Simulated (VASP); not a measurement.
KAl:

```
K Al
1.0
     4.12691    0.00000    0.00000
     0.00000    4.12691    0.00000
     0.00000    0.00000    4.12691
K Al
1 1
Direct
  0.50000 0.50000 0.50000
  0.00000 0.00000 0.00000
```

The cell was built by a generator and needn't be a form met in nature.

- Program: VASP 6.6.1
- Task: single point
- Functional: PBE
- Potentials or basis: VASP PAW PBE potentials, release 64 (K_sv, Al)
- Cutoff: 520 eV
- k mesh: 7 × 7 × 7
- Occupations: fermi-dirac, width 0.05 eV
- Spin: no spin polarisation

On this cell: pressure 0.0 GPa; largest force zero by symmetry; band gap on the k mesh none (metal or under the smearing width).

The same run follows on a disturbed copy (atoms moved at random, drawn with an rms of 0.05 Å):

```xyz
2
Lattice="4.1269 0.0000 0.0000 0.0000 4.1269 0.0000 0.0000 0.0000 4.1269" Properties=species:S:1:pos:R:3 pbc="T T T"
K     2.0951    2.1047    2.0657
Al   -0.0153   -0.0093    0.0141
```

Problem. What changes?

Solution. The energy (extrapolated to zero smearing) moves by +1.7 meV/atom; pressure 0.0 GPa; largest force 0.100 eV/Å; band gap on the k mesh none (metal or under the smearing width).

Forces on the atoms (eV/Å):
```
K   -0.067 -0.072  0.017
Al   0.067  0.072 -0.017
```
